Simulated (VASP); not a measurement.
All values below come from PBE GGA, VASP's PBE PAW potentials (set 64) (plane waves; VASP).

VASP ran on this input.

### INCAR
```
# general
SYSTEM  = YN
PREC    = Accurate
ENCUT   = 520
LREAL   = .False.
LASPH   = .True.

# electronic loop
EDIFF   = 1E-6
NELM    = 100
ALGO    = Normal
LMAXMIX = 4

# smearing
ISMEAR  = 0
SIGMA   = 0.05

# functional
GGA     = PE

# ions
ISIF    = 2

# output
LWAVE   = .False.
LCHARG  = .False.
```

**POSCAR**
```
YN
4.97760
  0.0000000000   0.5000000000   0.5000000000
  0.5000000000   0.0000000000   0.5000000000
  0.5000000000   0.5000000000   0.0000000000
Y N
1 1
Cart
  0.0000000000   0.0000000000   0.0000000000
  0.5000000000   0.5000000000   0.5000000000
```

### KPOINTS
```
Automatic mesh
0
Gamma
7 7 7
0 0 0
```

POTCAR, in this order: Y_sv N (PBE.64 set). Program: vasp_std.

Problem. What does the run give for the energy per atom (σ→0), pressure?

Solution. 
The energy per atom (σ→0) is -9.099 eV/atom and the pressure is -6.39 GPa.

OSZICAR:
```
...
DAV:   7    -0.182251042399E+02    0.19910E+00   -0.14324E+00   580   0.904E+00    0.225E+01
DAV:   8    -0.182109658081E+02    0.14138E-01   -0.31176E-01   596   0.529E+00    0.856E+00
DAV:   9    -0.181976868817E+02    0.13279E-01   -0.40222E-02   532   0.191E+00    0.792E-01
DAV:  10    -0.181979053828E+02   -0.21850E-03   -0.84298E-04   616   0.271E-01    0.663E-01
DAV:  11    -0.181981963345E+02   -0.29095E-03   -0.59585E-04   528   0.292E-01    0.128E-01
DAV:  12    -0.181981954156E+02    0.91891E-06   -0.35647E-05   668   0.506E-02    0.758E-02
DAV:  13    -0.181981949484E+02    0.46719E-06   -0.94734E-07   360   0.908E-03
   1 F= -.18198195E+02 E0= -.18198195E+02  d E =-.125896E-08
```

The compound is YN in the rock salt structure. The cell was not relaxed at this level.
